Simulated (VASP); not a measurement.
Wanted: the native input for a VASP 6.6.1 run.

| Property | Result |
| --- | --- |
| Task | single point |
| Functional | PBE |
| Potentials or basis | VASP PAW PBE potentials, release 64 (Na_pv, W_sv) |
| Cutoff | 520 eV |
| k mesh | 8 × 8 × 8 |
| Occupations | gaussian, width 0.1 eV |
| Spin | no spin polarisation |
| Dipole correction | no |
| Further INCAR settings | ALGO = Fast; EDIFF = 1e-06; NBANDS = 42 |

The structure of Na7W lies in POSCAR:

```
Na7W
1.0
    0.0000000000      4.8569477886      4.8569477886
    4.8569477886      0.0000000000      4.8569477886
    4.8569477886      4.8569477886      0.0000000000
Na W
7 1
Direct
    0.5000000000      0.0000000000      0.0000000000
    0.0000000000      0.5000000000      0.5000000000
    0.0000000000      0.5000000000      0.0000000000
    0.5000000000      0.0000000000      0.5000000000
    0.0000000000      0.0000000000      0.5000000000
    0.5000000000      0.5000000000      0.0000000000
    0.5000000000      0.5000000000      0.5000000000
    0.0000000000      0.0000000000      0.0000000000
```

The cell was built by a generator and needn't be a form met in nature.

The cell isn't the ideal one: species swapped into the Zn7Tc type (Fm-3m, No. 225).

These files were run (other wordings do the same):

INCAR

```
SYSTEM = Na7W
PREC = Accurate ; ENCUT = 520
EDIFF = 1E-6 ; ISMEAR = 0
SIGMA = 0.1 ; LREAL = .False.
LASPH = .True. ; NELM = 100
ALGO = Fast ; ISIF = 2
LWAVE = .False. ; LCHARG = .False.
GGA = PE ; NBANDS = 42
```

KPOINTS

```
regular mesh
0
Gamma
  8 8 8
  0 0 0
```

Potentials or basis: VASP PAW PBE potentials, release 64 (Na_pv, W_sv).

Run with:

```console
$ cat potpaw_PBE.64/Na_pv/POTCAR potpaw_PBE.64/W_sv/POTCAR > POTCAR
$ mpirun -np 1 vasp_std > vasp.out
```

Results of the run:

```yaml
Pressure: 0.0 GPa
Band_gap_on_the_k_mesh: none (metal or under the smearing width)
```

Wall time 4.1 min on 1 thread of AMD EPYC 9R45 96-Core Processor (Zen 5), on a shared host, peak memory 0.49 GiB.
